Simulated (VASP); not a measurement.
An input for Ansatz (written as the equivalent of a VASP run, and not itself run):

Ansatz 0.2 input:
```yaml
crystal:
  lattice:
    - [1.6600516, -2.8752941, 0.0000000]
    - [1.6600516, 2.8752941, 0.0000000]
    - [0.0000000, 0.0000000, 14.0405942]
  atoms:
    - { symbol: Mo, position: [0.3333330, 0.6666670, 0.2500000] }
    - { symbol: Mo, position: [0.6666670, 0.3333330, 0.7500000] }
    - { symbol: Se, position: [0.3333330, 0.6666670, 0.8690253] }
    - { symbol: Se, position: [0.6666670, 0.3333330, 0.3690253] }
    - { symbol: Se, position: [0.6666670, 0.3333330, 0.1309747] }
    - { symbol: Se, position: [0.3333330, 0.6666670, 0.6309747] }
kpoints:
  mp_grid: { grid: [8, 8, 2] }
hamiltonian:
  xc: pbe
  pseudopotentials: { kind: paw }
scf:
  occupations: { method: gaussian, width: 0.05 }
  max_iter: 100
relax:
  max_steps: 40
  f_tol: 0.02
  cell: {}
output: { forces: true, stress: true, eigenvalues: true }
```

Question: Write the VASP files for the same calculation (PBE).

Answer: This is not unique; one that fits is 
File KPOINTS:
```
Automatic mesh
0
Gamma
8 8 2
0 0 0
```

POSCAR:
```
MoSe2
1
    1.6600515994    -2.8752941462     0.0000000000
    1.6600515994     2.8752941462     0.0000000000
    0.0000000000     0.0000000000    14.0405942085
Mo Se
2 4
Direct
  0.3333330000   0.6666670000   0.2500000000
  0.6666670000   0.3333330000   0.7500000000
  0.3333330000   0.6666670000   0.8690253248
  0.6666670000   0.3333330000   0.3690253248
  0.6666670000   0.3333330000   0.1309746752
  0.3333330000   0.6666670000   0.6309746752
```

**INCAR**
```
! general
SYSTEM  = MoSe2
PREC    = Accurate
ENCUT   = 500
LREAL   = .False.
LASPH   = .True.

! electronic loop
EDIFF   = 1E-6
NELM    = 100
ALGO    = Normal
LMAXMIX = 4

! smearing
ISMEAR  = 0
SIGMA   = 0.05

! functional
GGA     = PE

! ions
IBRION  = 2
NSW     = 40
ISIF    = 3
EDIFFG  = -0.02

! output
LWAVE   = .False.
LCHARG  = .False.
```

POTCAR, in this order: Mo_sv Se (PBE.64 set). Program: vasp_std.

Limits of the translation: each code has its own PAW files, so the cut-off isn't converted (ENCUT is set for VASP's; basis.ecutwfc is left out, and Ansatz then takes the one that its files recommend); Ansatz stops its SCF on the density residual and VASP on the energy change (EDIFF).

The compound is MoSe2 in the 2H layered structure. This run relaxes it. Symmetry was kept, so distortions that lower it aren't found.
